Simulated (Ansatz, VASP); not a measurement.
# RbP3: VASP beside Ansatz

File INCAR:

```
SYSTEM = RbP3
  ALGO = Normal
  EDIFF = 1E-7
  ENCUT = 520
  GGA = PE
  ISIF = 2
  ISMEAR = 0
  LASPH = .True.
  LCHARG = .False.
  LREAL = .False.
  LWAVE = .False.
  NBANDS = 34
  NELM = 100
  PREC = Accurate
  SIGMA = 0.1
```

Contents of KPOINTS:

```
k-points
0
Gamma
  4 4 4
  0 0 0
```

POSCAR

```
RbP3
1.0
    6.1030259100      0.0000000000      0.0000000000
    0.0000000000      6.1030259100      0.0000000000
    0.0000000000      0.0000000000      6.1030259100
Rb P
2 6
Direct
    0.0000000000      0.0000000000      0.0000000000
    0.5000000000      0.5000000000      0.5000000000
    0.2500000000      0.0000000000      0.5000000000
    0.5000000000      0.7500000000      0.0000000000
    0.7500000000      0.0000000000      0.5000000000
    0.5000000000      0.2500000000      0.0000000000
    0.0000000000      0.5000000000      0.7500000000
    0.0000000000      0.5000000000      0.2500000000
```

Input for Ansatz:

```yaml
crystal:
  lattice:
    - [6.10302591, 0.0, 0.0]
    - [0.0, 6.10302591, 0.0]
    - [0.0, 0.0, 6.10302591]
  atoms:
    - { symbol: Rb, position: [0.0, 0.0, 0.0] }
    - { symbol: Rb, position: [0.5, 0.5, 0.5] }
    - { symbol: P, position: [0.25, 0.0, 0.5] }
    - { symbol: P, position: [0.5, 0.75, 0.0] }
    - { symbol: P, position: [0.75, 0.0, 0.5] }
    - { symbol: P, position: [0.5, 0.25, 0.0] }
    - { symbol: P, position: [0.0, 0.5, 0.75] }
    - { symbol: P, position: [0.0, 0.5, 0.25] }
basis:
  ecutwfc: 420
kpoints:
  mp_grid: { grid: [4, 4, 4] }
hamiltonian:
  xc: pbe
scf:
  occupations: { method: gaussian, width: 0.1 }
  lower_state_search: "off"
output:
  forces: true
  stress: true
  eigenvalues: true
```

Change from the starting cell: species swapped into the Zr3Hg type (Pm-3n, No. 223).

Alike in both runs: task single point; functional PBE; k mesh 4 × 4 × 4; occupations gaussian, width 0.1 eV; no spin polarisation.

|  | VASP | Ansatz |
| --- | --- | --- |
| version | VASP 6.6.1 | Ansatz 0.2.0 |
| potentials or method | VASP PAW PBE potentials, release 64 (Rb_sv, P) | scalar-relativistic, plane waves, PAW |
| plane-wave cutoff (eV) | 520 | 420 |
| valence electrons in the cell | 48 | 48 |

```tsv
	VASP	Ansatz	Ansatz less VASP
gap on the k mesh at the Fermi level (eV)	none	none	-
pressure (GPa)	-6.2	-6.2	-0.02
```

A gap of «none» marks a metal or a gap that the smearing closes.
